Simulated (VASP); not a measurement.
The cell holds one Au (fcc) (111) slab, with vacuum along c, ions free to move until forces fall under 0.03 eV/Å, no reconstruction beyond this cell, dipole correction on.

Consider the following.

```yaml
crystal:
  lattice:
    - [2.91734, 0.00000, 0.00000]
    - [-1.45867, 2.52649, 0.00000]
    - [0.00000, 0.00000, 24.69615]
  atoms:
    - { symbol: Au, position: [0.00000, 0.00000, 0.35549] }
    - { symbol: Au, position: [0.66667, 0.33333, 0.45228] }
    - { symbol: Au, position: [0.33333, 0.66667, 0.54772] }
    - { symbol: Au, position: [0.00000, 0.00000, 0.64451] }
```

Computed with r2SCAN meta-GGA, VASP's PBE PAW potentials (set 64) (plane waves; VASP). Run with 400 eV cut-off, 11×11×1 Γ-centred mesh, first-order Methfessel-Paxton smearing of 0.10 eV, potentials Au.

Slab and bulk use different k-meshes, so the surface energy is good to a few per cent at best. Unless said otherwise, spin-orbit coupling is left out, though it shifts the bands of the heavy elements here.

Predict its surface energy, work function, band gap (on the k-mesh).

The surface energy comes out as 0.84 J/m² and the work function comes out as 5.31 eV. The band gap (on the k-mesh) is none (metal, semimetal or under 0.01 eV).

Measured: work function 5.33 eV (computed value off by -0.02 eV), as given by Abhirup Patra et al., Proceedings of the National Academy of Sciences (2017), arXiv:1702.08515.

The cell is a thin slab with vacuum, built from Au (fcc): (111) face.
